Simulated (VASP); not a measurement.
Ge:

```
Ge
1.0
     0.00000    2.82891    2.82891
     2.82891    0.00000    2.82891
     2.82891    2.82891    0.00000
Ge
2
Direct
  0.00000 0.00000 0.00000
  0.25000 0.25000 0.25000
```

Base run:

```yaml
Program: VASP 6.6.1
Functional: r2SCAN
Potentials_or_basis: VASP PAW PBE potentials, release 64 (Ge_d)
Cutoff: 520 eV
k_mesh: 9 × 9 × 9
Occupations: fermi-dirac, width 0.05 eV
Spin: no spin polarisation
```

Its results: band gap on the k mesh 0.40 eV, direct; pressure 0.7 GPa.

Question: The run is repeated on the same cell with these changes: functional from r2SCAN to PBEsol. What comes out?

Answer: Band gap on the k mesh none (metal or under the smearing width); pressure 0.5 GPa.

r2SCAN gives the wider gap, since meta-GGAs in the generalised Kohn-Sham scheme recover part of the derivative discontinuity.

Caveats: the PAW data sets were made with another functional, which shifts forces and pressure a little; an odd mesh through Γ misses points on the zone boundary, where band edges often lie (some runs); this crystal is a semiconductor, whose small gap the functional closes, so the metal is an error of the method (some runs).

Not every run made on this cell is shown here.
